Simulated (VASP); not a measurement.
VASP runs on FePt (L1_0) share one base input (PBE GGA, plane waves, VASP's PBE PAW potentials (set 64)) and change the settings named in each case.

### POSCAR
```
FePt
1.0
  2.7200000000   0.0000000000   0.0000000000
  0.0000000000   2.7200000000   0.0000000000
  0.0000000000   0.0000000000   3.7100000000
Fe Pt
1 1
direct
  0.0000000000   0.0000000000   0.0000000000
  0.5000000000   0.5000000000   0.5000000000
```

**INCAR**
```
LORBIT = 10
LWAVE = .FALSE.
EDIFF = 1E-7   ! SCF stop (eV)
MAGMOM = 3.0 0.0
ALGO = Normal
LASPH = .TRUE.   ! aspherical one-centre terms
GGA = PE
ISPIN = 2   ! spin-polarised
SYSTEM = FePt
ISMEAR = 1   ! Methfessel-Paxton
NELM = 100
LCHARG = .FALSE.
ISIF = 2
SIGMA = 0.1
LREAL = .FALSE.
PREC = Accurate
LMAXMIX = 6   ! l cut-off of mixed one-centre charges
ENCUT = 550
```

### KPOINTS
```
Automatic mesh
0
G
 11 11 8
```

POTCAR, in this order: Fe Pt (PBE.64 set). Program: vasp_std.

```csv
change,E(σ→0) (eV/atom),pressure (GPa),moment (μB),−TS (eV),electronic steps
base run,-7.3993,3.79,3.23,-0.0011,16
"NBANDS = 10, NEDOS = 601",___,___,___,___,35
"NBANDS = 11, NEDOS = 601",___,___,___,___,18
"NBANDS = 13, NEDOS = 601",-7.3993,3.79,3.23,-0.0011,16
"NBANDS = 17, NEDOS = 601",-7.3993,3.80,3.23,-0.0011,17
"NBANDS = 25, NEDOS = 601",-7.3993,3.79,3.23,-0.0011,16
"NBANDS = 41, NEDOS = 601",-7.3993,3.80,3.23,-0.0011,16
"NBANDS = 73, NEDOS = 601",-7.3993,3.80,3.23,-0.0011,16
"NBANDS = 137, NEDOS = 601",-7.3993,3.80,3.23,-0.0011,16
```

Problem. Complete the blanks.

Solution. 
- NBANDS = 11, NEDOS = 601, E(σ→0) (eV/atom): -7.3830
- NBANDS = 11, NEDOS = 601, pressure (GPa): 3.13
- NBANDS = 11, NEDOS = 601, moment (μB): 3.12
- NBANDS = 11, NEDOS = 601, −TS (eV): -0.0004
- NBANDS = 10, NEDOS = 601, E(σ→0) (eV/atom): -7.1671
- NBANDS = 10, NEDOS = 601, pressure (GPa): -4.01
- NBANDS = 10, NEDOS = 601, moment (μB): 1.99
- NBANDS = 10, NEDOS = 601, −TS (eV): 0.0001

Gaps are read on the run's mesh, which can miss a band edge. Unless said otherwise, spin-orbit coupling is left out, though it shifts the bands of the heavy elements here.

Left out are runs that ran out of time, are held back, or changed the cell or the kind of run, fixed moments of cells without a moment, rows past the twelfth, gaps on odd meshes, pressures of charged cells and columns that move by less than the noise.

The compound is FePt in the L1_0 structure. The cell was not relaxed at this level. The spin order is the one that the start imposed; others were not tried in this run.
